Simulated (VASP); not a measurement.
**GW on AlN**

How does the gap of AlN change from the starting functional to GW? The cell is of the wurtzite type, one of the forms listed for this formula. The start is a cell from a database of measured crystal structures.

Method: PBE; plane waves and PAW (Al_GW, N_GW), in the first sound run; inputs show where later runs differ, in VASP 6.6.1.

The database entry behind the starting cell differs from later determinations by our own check (inner coordinate u about 0.002 short), so it need not match the best structure at ambient conditions.

## 1. The structure

The structure is hexagonal, space group P6_3mc (No. 186). The conventional cell has a = 3.113 Å, b = 3.113 Å, c = 4.981 Å, α = 90.00°, β = 90.00°, γ = 120.00°. Nearest to Al lie 4 N at 1.89 Å. N has 4 Al at 1.89 Å nearest. Farther neighbours and most contacts between anions are not listed.

Coordinates:

```
Al N
1.0
     3.11300    0.00000    0.00000
    -1.55650    2.69594    0.00000
     0.00000    0.00000    4.98100
Al N
2 2
Direct
  0.66667 0.33333 0.50000
  0.33333 0.66667 0.00000
  0.66667 0.33333 0.88000
  0.33333 0.66667 0.38000
```

## 2. Empty bands, functional PBE

ALGO = Exact makes the empty bands from the converged ground state in one step. LOPTICS writes the k-derivatives of the orbitals (WAVEDER), which give the long-wavelength limit of the screening.

INCAR reads:

```
SYSTEM = AlN
PREC = Accurate
ENCUT = 450
ISMEAR = 0
SIGMA = 0.01
LREAL = .FALSE.
GGA = PE
NBANDS = 128
ALGO = Exact
NELM = 1
LWAVE = .TRUE.
LCHARG = .FALSE.
LOPTICS = .TRUE.
NEDOS = 1000
CSHIFT = 0.1
```

POSCAR reads:

```
AlN
1.0
    3.1130000000      0.0000000000      0.0000000000
   -1.5565000000      2.6959370820      0.0000000000
    0.0000000000      0.0000000000      4.9810000000
Al N
2 2
Direct
    0.6666666667      0.3333333333      0.5000000000
    0.3333333333      0.6666666667      0.0000000000
    0.6666666667      0.3333333333      0.8800000000
    0.3333333333      0.6666666667      0.3800000000
```

KPOINTS reads:

```
Automatic mesh
0
Gamma
3 3 2
0 0 0
```

PAW data sets: Al_GW and N_GW (PBE family, release 64).

Started as:

```console
$ mpirun -np 8 vasp_std
```

Log:

```text
[banner, memory and clock lines left out]
running    8 mpi-ranks, on    1 nodes
 distrk:  each k-point on    8 cores,    1 groups
 distr:  one band on    1 cores,    8 groups

 POSCAR found type information on POSCAR AlN
 POSCAR found :  2 types and       4 ions
|                                                                             |
|           W    W    AA    RRRRR   N    N  II  N    N   GGGG   !!!           |
|           W    W   A  A   R    R  NN   N  II  NN   N  G    G  !!!           |
|           W    W  A    A  R    R  N N  N  II  N N  N  G       !!!           |
|           W WW W  AAAAAA  RRRRR   N  N N  II  N  N N  G  GGG   !            |
|           WW  WW  A    A  R   R   N   NN  II  N   NN  G    G                |
|           W    W  A    A  R    R  N    N  II  N    N   GGGG   !!!           |
|                                                                             |
|     For optimal performance we recommend to set                             |
|       NCORE = 2 up to number-of-cores-per-socket                            |
|     NCORE specifies how many cores store one orbital (NPAR=cpu/NCORE).      |
|     This setting can greatly improve the performance of VASP for DFT.       |
|     The default, NCORE=1 might be grossly inefficient on modern             |
|     multi-core architectures or massively parallel machines. Do your        |
|     Unfortunately you need to use the default for GW and RPA                |
|     calculations (for HF NCORE is supported but not extensively tested      |
|     yet).                                                                   |
|                                                                             |

 LDA part: xc-table for (Slater+PW92), standard interpolation
 found WAVECAR, reading the header
  number of bands has changed, file:    16 present:   128
  trying to continue reading WAVECAR, but it might fail
 POSCAR, INCAR and KPOINTS ok, starting setup
 FFT: planning ... GRIDC
 FFT: planning ... GRID_SOFT
 FFT: planning ... GRID
 reading WAVECAR
 random initialization beyond band           16
 the WAVECAR file was read successfully
 initial charge from wavefunction
 entering main loop
       N       E                     dE             d eps       ncg     rms          rms(c)
DIA:   1    -0.296297259688E+02   -0.29630E+02    0.00000E+00     0   0.000E+00
   1 F= -.29629726E+02 E0= -.29629726E+02  d E =-.122004E-21
 writing wavefunctions
 optical routines
 imaginary and real dielectric function
 recalculating local potential from charge density
 direction            1
 direction            2
 direction            3
```

Wall time 4.6 s (8 MPI ranks of AMD EPYC 7R32 (Zen 2), shared host); peak memory 0.88 GiB; 26 s of CPU time.

Lines that name or quote the potential files are left out of all logs, and their timing lines are given in words.

Parts of OUTCAR (step 2):

```text
ion  position               nearest neighbor table
   1  0.667  0.333  0.500-   3 1.89   4 1.89   4 1.89   4 1.89
   2  0.333  0.667  0.000-   4 1.89   3 1.89   3 1.89   3 1.89
   3  0.667  0.333  0.880-   1 1.89   2 1.89   2 1.89   2 1.89
   4  0.333  0.667  0.380-   2 1.89   1 1.89   1 1.89   1 1.89

  LATTYP: Found a hexagonal cell.
 ALAT       =     3.1130000000
 C/A-ratio  =     1.6000642467

 Subroutine GETGRP returns: Found 12 space group operations
 (whereof  6 operations were pure point group operations)

The static configuration has the point symmetry C_3v.
 The point group associated with its full space group is C_6v.

 Found      6 irreducible k-points:

   k-points           NKPTS =      6   k-points in BZ     NKDIM =      6   number of bands    NBANDS=    128

   dimension x,y,z NGX =    24 NGY =   24 NGZ =   36
   dimension x,y,z NGXF=    48 NGYF=   48 NGZF=   72

   ENCUT  =  450.0 eV  33.07 Ry    5.75 a.u.   5.38  5.38  8.62*2*pi/ulx,y,z

   NELECT =      16.0000    total number of electrons

 k-points in reciprocal lattice and weights: Automatic mesh
   0.00000000  0.00000000  0.00000000       0.056
   0.33333333  0.00000000  0.00000000       0.333
   0.33333333  0.33333333  0.00000000       0.111
   0.00000000  0.00000000  0.50000000       0.056
   0.33333333  0.00000000  0.50000000       0.333
   0.33333333  0.33333333  0.50000000       0.111

 average (electrostatic) potential at core
       1 -50.0477       2 -50.0477       3 -59.9228       4 -59.9228

 E-fermi :   5.2253

 k-point     1 :       0.0000    0.0000    0.0000
  band No.  band energies     occupation
    ...
      4       4.3242      2.00000
      5       4.3242      2.00000
      6       4.9836      2.00000
      7       4.9836      2.00000
      8       5.1601      2.00000
      9       9.3572      0.00000
     10      11.7862      0.00000
     11      15.7603      0.00000
     12      16.2733      0.00000
     13      16.2733      0.00000
    ...

 k-point     2 :       0.3333    0.0000    0.0000
  band No.  band energies     occupation
    ...
      4       0.7264      2.00000
      5       1.8551      2.00000
      6       3.3363      2.00000
      7       4.2852      2.00000
      8       4.6430      2.00000
      9      11.3732      0.00000
     10      11.8401      0.00000
     11      13.1034      0.00000
     12      15.4738      0.00000
     13      16.4894      0.00000
    ...

 k-point     3 :       0.3333    0.3333    0.0000
  band No.  band energies     occupation
    ...
      4       1.3825      2.00000
      5       1.3825      2.00000
      6       2.7318      2.00000
      7       2.7678      2.00000
      8       2.7678      2.00000
      9      10.1730      0.00000
     10      13.5206      0.00000
     11      14.8340      0.00000
     12      14.8340      0.00000
     13      16.6950      0.00000
    ...

  Total        0.3810059      0.3810059      0.2839346      0.0000000     -0.0000000      0.0000000
  in kB       14.6028253     14.6028253     10.8823713      0.0000000     -0.0000000      0.0000000
  external PRESSURE =      13.3626739 kB  Pullay stress =       0.0000000 kB

  energy-cutoff  :      450.00
  volume of cell :       41.80
      direct lattice vectors                 reciprocal lattice vectors
     3.113000000  0.000000000  0.000000000     0.321233537  0.185464269  0.000000000
    -1.556500000  2.695937082  0.000000000     0.000000000  0.370928538  0.000000000
     0.000000000  0.000000000  4.981000000     0.000000000  0.000000000  0.200762899

 POSITION                                       TOTAL-FORCE (eV/Angst)
 -----------------------------------------------------------------------------------
      1.55650      0.89865      2.49050         0.000000     -0.000000     -0.198875
     -0.00000      1.79729      0.00000        -0.000000      0.000000     -0.198875
      1.55650      0.89865      4.38328        -0.000000     -0.000000      0.198875
     -0.00000      1.79729      1.89278        -0.000000     -0.000000      0.198875
 -----------------------------------------------------------------------------------
    total drift:                               -0.000000     -0.000000     -0.000209

  FREE ENERGIE OF THE ION-ELECTRON SYSTEM (eV)
  ---------------------------------------------------
  free  energy   TOTEN  =       -29.6297259688 eV

  energy  without entropy=      -29.6297259688  energy(sigma->0) =      -29.62972597

 plasma frequency squared (from intraband transitions) (eV^2)
  --------------------------------------------------------------------------------------
       0.000       0.000       0.000
       0.000       0.000      -0.000
       0.000      -0.000       0.000

[... 3 further parts left out ...]
```

The gap is read on the k-mesh alone, so it is an upper bound where the band edges lie off the mesh.

A gap read on the k-mesh alone can miss the band edges.

Numbers from this step:

| Quantity | Value |
| --- | --- |
| gap on the k-mesh | 4.197 eV |
| least direct gap on the k-mesh | 4.197 eV |

WAVECAR now holds 128 bands for 16 electrons. Its independent-particle dielectric tensor has xx, yy, zz = 5.8, 5.8, 4.9 on this mesh, which isn't tested for convergence in mesh or bands and lacks local fields.

## 3. G0W0, functional PBE, start PBE

This step: G0W0 on PBE; plane waves and PAW (Al_GW, N_GW) (VASP 6.6.1).

G0W0 keeps orbitals and screening fixed and shifts each of the lowest NBANDSGW levels once.

INCAR reads:

```
SYSTEM = AlN
PREC = Accurate
ENCUT = 450
ISMEAR = 0
SIGMA = 0.01
LREAL = .FALSE.
GGA = PE
NBANDS = 128
ALGO = EVGW0
NELMGW = 1
ENCUTGW = 120
NOMEGA = 64
PRECFOCK = Fast
NBANDSGW = 16
LWAVE = .FALSE.
LCHARG = .FALSE.
```

POSCAR is that of step 2.

KPOINTS is that of step 2.

Started as:

```console
$ mpirun -np 8 vasp_std
```

Log:

```text
[banner, memory and clock lines left out]
running    8 mpi-ranks, on    1 nodes
 distrk:  each k-point on    8 cores,    1 groups
 distr:  one band on    1 cores,    8 groups

 POSCAR found type information on POSCAR AlN
 POSCAR found :  2 types and       4 ions
 [... a notice as in an earlier step ...]

|                                                                             |
|           W    W    AA    RRRRR   N    N  II  N    N   GGGG   !!!           |
|           W    W   A  A   R    R  NN   N  II  NN   N  G    G  !!!           |
|           W    W  A    A  R    R  N N  N  II  N N  N  G       !!!           |
|           W WW W  AAAAAA  RRRRR   N  N N  II  N  N N  G  GGG   !            |
|           WW  WW  A    A  R   R   N   NN  II  N   NN  G    G                |
|           W    W  A    A  R    R  N    N  II  N    N   GGGG   !!!           |
|                                                                             |
|     The default for ENCUTGWSOFT is different in this version of VASP.       |
|     please manually set ENCUTGWSOFT =120 in the INCAR file.                 |
|                                                                             |

 LDA part: xc-table for (Slater+PW92), standard interpolation
 found WAVECAR, reading the header
 POSCAR, INCAR and KPOINTS ok, starting setup
 FFT: planning ... GRIDC
 FFT: planning ... GRID_SOFT
 FFT: planning ... GRID
 reading WAVECAR
 the WAVECAR file was read successfully
 initial charge from wavefunction
 available memory per node:     15.98 GB, setting MAXMEM to     16365

 The Fermi energy was updated, please check that it is located mid-gap
 values below the HOMO (VB) or above the LUMO (CB) will cause erroneous energies
 E-fermi :   7.2587

 calculate exact exchange contribution
 the WAVEDER file was read successfully
energies w=
    0.000    0.000    0.708    0.000    1.415    0.000    2.118    0.000
    2.817    0.000    3.510    0.000    4.196    0.000    4.874    0.000
    5.543    0.000    6.203    0.000    6.855    0.000    7.497    0.000
    8.130    0.000    8.755    0.000    9.372    0.000    9.982    0.000
   10.586    0.000   11.184    0.000   11.777    0.000   12.368    0.000
   12.956    0.000   13.543    0.000   14.130    0.000   14.720    0.000
   15.312    0.000   15.909    0.000   16.512    0.000   17.124    0.000
   17.745    0.000   18.379    0.000   19.026    0.000   19.691    0.000
   20.374    0.000   21.080    0.000   21.811    0.000   22.571    0.000
   23.364    0.000   24.194    0.000   25.068    0.000   25.991    0.000
   26.970    0.000   28.014    0.000   29.131    0.000   30.334    0.000
   31.635    0.000   33.051    0.000   34.603    0.000   36.312    0.000
   38.209    0.000   40.331    0.000   42.725    0.000   45.450    0.000
   48.584    0.000   52.231    0.000   56.531    0.000   61.680    0.000
   67.956    0.000   75.775    0.000   85.781    0.000   99.027    0.000
  117.368    0.000  144.397    0.000  188.109    0.000  270.617    0.000
 responsefunction array rank=     136
 LDA part: xc-table for (Slater+PW92), standard interpolation

 min. memory requirement per mpi rank     73.1 MB, per node    584.8 MB

 allocating   8 responsefunctions rank=   136
 shmem allocating  64 responsefunctions rank=   136
 response function shared by NCSHMEM nodes    1
 Doing            8  frequencies on each core in blocks of           64
NQ=   1    0.0000    0.0000    0.0000,
|.........|.........|.........|.........|.........|.........|.........|.........
 performed         59000 updates of chi_q(r,r)
 total number of BLAS operations          8.62 Gflops
NQ=   2    0.3333    0.0000    0.0000,
|.........|.........|.........|.........|.........|.........|.........|.........
 performed        167000 updates of chi_q(r,r)
 total number of BLAS operations         23.04 Gflops
NQ=   3    0.3333    0.3333    0.0000,
|.........|.........|.........|.........|.........|.........|.........|.........
 performed        242000 updates of chi_q(r,r)
 total number of BLAS operations         33.09 Gflops
NQ=   4    0.0000    0.0000    0.5000,
|.........|.........|.........|.........|.........|.........|.........|.........
 performed        301000 updates of chi_q(r,r)
 total number of BLAS operations         39.46 Gflops
NQ=   5    0.3333    0.0000    0.5000,
|.........|.........|.........|.........|.........|.........|.........|.........
 performed        409000 updates of chi_q(r,r)
 total number of BLAS operations         52.78 Gflops
NQ=   6    0.3333    0.3333    0.5000,
|.........|.........|.........|.........|.........|.........|.........|.........
 performed        484000 updates of chi_q(r,r)
 total number of BLAS operations         60.63 Gflops
 resolving degeneracies of screened two electron integrals

 calculate QP shifts <psi_nk| G(iteration)W_0 |psi_nk>: iteration 1
 entering main loop
```

Run time: 8 s. Hardware: 8 MPI ranks; peak memory 0.92 GiB; 49 s of CPU time.

Parts of OUTCAR (step 3):

```text
 Found      6 irreducible k-points:

   k-points           NKPTS =      6   k-points in BZ     NKDIM =     18   number of bands    NBANDS=    128

   NELECT =      16.0000    total number of electrons

 E-fermi :   7.2587

 QP shifts <psi_nk| G(iteration)W_0 |psi_nk>: iteration 1
 for sc-GW calculations column KS-energies equals QP-energies in previous step
 and V_xc(KS)=  KS-energies - (<T + V_ion + V_H > + <T+V_H+V_ion>^1  + <V_x>^1)
 k-point   1 :       0.0000    0.0000    0.0000
  band No.  KS-energies  QP-energies   sigma(KS)   V_xc(KS)     V^pw_x(r,r')   Z            occupation Imag(sigma)
    ...
      5       4.3242       3.4729     -17.4044     -16.3009     -20.8602       0.7715       2.0000       0.0867
      6       4.9836       4.2220     -17.7502     -16.7703     -21.0827       0.7772       2.0000       0.0802
      7       4.9836       4.2220     -17.7502     -16.7703     -21.0827       0.7772       2.0000       0.0802
      8       5.1601       4.4819     -17.7358     -16.8649     -20.8913       0.7788       2.0000       0.0775
      9       9.3572      10.1470     -11.5076     -12.4922      -7.5066       0.8023       0.0000      -0.0769
     10      11.7862      12.6266      -9.8976     -10.9389      -5.4469       0.8072       0.0000      -0.0854
     11      15.7603      16.9209     -12.3935     -13.9333      -7.0646       0.7537       0.0000      -0.1545
     12      16.2733      17.1165      -8.8163      -9.8752      -3.8486       0.7963       0.0000      -0.1221
    ...

 k-point   2 :       0.3333    0.0000    0.0000
  band No.  KS-energies  QP-energies   sigma(KS)   V_xc(KS)     V^pw_x(r,r')   Z            occupation Imag(sigma)
    ...
      5       1.8551       0.7890     -15.8970     -14.5002     -19.5181       0.7632       2.0000       0.1093
      6       3.3363       2.3485     -16.7022     -15.4169     -20.2637       0.7685       2.0000       0.0943
      7       4.2852       3.4796     -16.9866     -15.9438     -20.2055       0.7726       2.0000       0.0830
      8       4.6430       3.8401     -17.5681     -16.5325     -20.9339       0.7753       2.0000       0.0826
      9      11.3732      12.0865      -9.8281     -10.7145      -5.5275       0.8048       0.0000      -0.0840
     10      11.8401      12.5176      -9.5404     -10.3821      -5.1648       0.8050       0.0000      -0.0873
     11      13.1034      14.0454     -10.9640     -12.1466      -6.4567       0.7965       0.0000      -0.0931
     12      15.4738      16.5731     -11.2395     -12.6518      -6.2977       0.7784       0.0000      -0.1195
    ...

 k-point   3 :       0.3333    0.3333    0.0000
  band No.  KS-energies  QP-energies   sigma(KS)   V_xc(KS)     V^pw_x(r,r')   Z            occupation Imag(sigma)
    ...
      5       1.3825       0.2851     -15.5170     -14.0663     -19.2096       0.7564       2.0000       0.1191
      6       2.7318       1.6789     -16.1455     -14.7816     -19.6381       0.7720       2.0000       0.0975
      7       2.7678       1.7797     -16.0816     -14.7891     -19.5510       0.7645       2.0000       0.0986
      8       2.7678       1.7797     -16.0816     -14.7891     -19.5510       0.7645       2.0000       0.0986
      9      10.1730      10.6034      -8.2014      -8.7271      -3.9581       0.8188       0.0000      -0.0799
     10      13.5206      14.4844     -11.4816     -12.7123      -6.9565       0.7831       0.0000      -0.1017
     11      14.8340      15.8969     -11.4293     -12.7884      -6.6685       0.7821       0.0000      -0.1073
     12      14.8340      15.8969     -11.4293     -12.7884      -6.6685       0.7821       0.0000      -0.1073
    ...

[... 8 parts as in an earlier step ...]

[... 3 further parts left out ...]
```

Numbers from this step:

| Item | Value |
| --- | --- |
| quasiparticle gap on the mesh | 5.665 eV |
| smallest direct quasiparticle gap on the mesh | 5.665 eV |
| gap of the starting orbitals on the mesh | 4.197 eV |

GW takes the gap from 4.197 to 5.665 eV. The value holds for 128 bands, ENCUTGW = 120 eV and this mesh, and isn't shown to be converged in them.

(Continued in part 2 of 5.)

[Lines on the potential files, build, host, timing and source positions are cut from VASP's logs without a mark.]

[Logs are printed without paths, hosts, clocks, repeated set-up lines and the standing remarks that a program may print on its own settings, such as how far it seeks lower states.]

[Hosts, paths, dates, database ids (printed as entryN), source tags and the programs' standing remarks are cut or masked in the printed files.]

[Pressures printed for these runs are not shown converged in the cutoff: they can be off by several GPa and have the wrong sign.]
